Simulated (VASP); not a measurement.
Here is the system:

```
Cr
1.0
    2.81596     0.00000     0.00000
    0.00000     2.84413     0.00000
    0.00000     0.00000     2.88800
Cr
2
Direct
  0.00000   0.00000   0.00000
  0.50858   0.50000   0.50000
```
Starting moments (μB, in the order of the record's atoms Cr Cr): 1.5 -1.5.

These are PBE GGA, VASP's PBE PAW potentials (set 64) (plane waves; VASP) values and carry that method's errors. Numerical set-up: 400 eV cut-off, 12×12×11 Γ-centred mesh, second-order Methfessel-Paxton smearing of 0.50 eV, potentials Cr_pv.

Question: Give the force on each atom (eV/Å).

Answer: 
```tsv
atom	Fx	Fy	Fz
Cr1	0.150	0.000	0.000
Cr2	-0.150	0.000	0.000
```

Question: Give the stress tensor in GPa (positive for a compressed cell).

Answer: 
```
 6.46   0.00   0.00
 0.00   2.50   0.00
 0.00   0.00  -3.15
```
The pressure is its mean diagonal, 1.93 GPa.

The compound is Cr in the bcc, AFM order structure. The cell was not relaxed at this level. The run is one of a series of settings (ISMEAR = 2, SIGMA = 0.5 against the base run), some of them coarse on purpose.
